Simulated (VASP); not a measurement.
The input files of a VASP run:

### POSCAR
```
ZnSnO3
1
    2.6754450000     1.5446690000     4.7414830000
   -2.6754450000     1.5446690000     4.7414830000
    0.0000000000    -3.0893380000     4.7414830000
Zn Sn O
2 2 6
Direct
  0.2840700000   0.2840700000   0.2840700000
  0.7840700000   0.7840700000   0.7840700000
  0.0018400000   0.0018400000   0.0018400000
  0.5018400000   0.5018400000   0.5018400000
  0.8927700000   0.2128100000   0.6071000000
  0.6071000000   0.8927700000   0.2128100000
  0.2128100000   0.6071000000   0.8927700000
  0.1071000000   0.7128100000   0.3927700000
  0.7128100000   0.3927700000   0.1071000000
  0.3927700000   0.1071000000   0.7128100000
```

**INCAR**
```
SYSTEM = ZnSnO3
PREC = Accurate
ENCUT = 400
EDIFF = 1E-6
NELM = 100
ALGO = Normal
LREAL = .FALSE.
LASPH = .TRUE.
ISMEAR = -1
SIGMA = 0.02
GGA = PE
LMAXMIX = 4
LWAVE = .FALSE.
LCHARG = .FALSE.
ISIF = 2
```

KPOINTS:
```
Automatic mesh
0
Gamma
5 5 5
0 0 0
```

POTCAR, in this order: Zn Sn_d O (PBE.64 set). Program: vasp_std.

Q: Translate this PBE calculation to Ansatz.

A: One equivalent input (not run):
Ansatz 0.2 input:
```yaml
crystal:
  lattice:
    - [2.6754450, 1.5446690, 4.7414830]
    - [-2.6754450, 1.5446690, 4.7414830]
    - [0.0000000, -3.0893380, 4.7414830]
  atoms:
    - { symbol: Zn, position: [0.2840700, 0.2840700, 0.2840700] }
    - { symbol: Zn, position: [0.7840700, 0.7840700, 0.7840700] }
    - { symbol: Sn, position: [0.0018400, 0.0018400, 0.0018400] }
    - { symbol: Sn, position: [0.5018400, 0.5018400, 0.5018400] }
    - { symbol: O, position: [0.8927700, 0.2128100, 0.6071000] }
    - { symbol: O, position: [0.6071000, 0.8927700, 0.2128100] }
    - { symbol: O, position: [0.2128100, 0.6071000, 0.8927700] }
    - { symbol: O, position: [0.1071000, 0.7128100, 0.3927700] }
    - { symbol: O, position: [0.7128100, 0.3927700, 0.1071000] }
    - { symbol: O, position: [0.3927700, 0.1071000, 0.7128100] }
kpoints:
  mp_grid: { grid: [5, 5, 5] }
hamiltonian:
  xc: pbe
  pseudopotentials: { kind: paw }
scf:
  occupations: { method: fermi_dirac, width: 0.02 }
  max_iter: 100
output: { forces: true, stress: true, eigenvalues: true }
```
What does not carry over: each code has its own PAW files, so the cut-off isn't converted (ENCUT is set for VASP's; basis.ecutwfc is left out, and Ansatz then takes the one that its files recommend); Ansatz stops its SCF on the density residual and VASP on the energy change (EDIFF).

The structure comes from a computed database's ZnSnO3 entry; how it stands against other phases isn't given here. The cell was not relaxed at this level.
